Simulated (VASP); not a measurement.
Data:

```yaml
crystal:
  lattice:
    - [1.54194, -2.74072, 0.00000]
    - [1.54194, 2.74072, 0.00000]
    - [0.00000, 0.00000, 3.48581]
  atoms:
    - { symbol: Zr, position: [0.00000, 0.00000, 0.00000] }
    - { symbol: B, position: [0.33333, 0.66667, 0.50000] }
    - { symbol: B, position: [0.69583, 0.36250, 0.50000] }
```

All values below come from PBE GGA, VASP's PBE PAW potentials (set 64) (plane waves; VASP). Settings: 700 eV cut-off, 10×10×8 Γ-centred mesh, first-order Methfessel-Paxton smearing of 0.10 eV, potentials Zr_sv B.

Task: Which forces act on the atoms, in eV/Å?

Result: 
```csv
atom,Fx,Fy,Fz
Zr1,0.682,0.038,0.000
B2,0.954,-0.114,0.000
B3,-1.636,0.076,0.000
```

Task: Give the stress tensor in GPa (positive for a compressed cell).

Result: 
```
21.12   0.18   0.00
 0.18   6.07   0.00
 0.00   0.00  12.48
```
The pressure is its mean diagonal, 13.22 GPa.

The compound is ZrB2 in the AlB2 type structure. The cell was not relaxed at this level, atoms are displaced from their ideal sites. The run is one of a series of settings (ENCUT = 700 against the base run), some of them coarse on purpose.
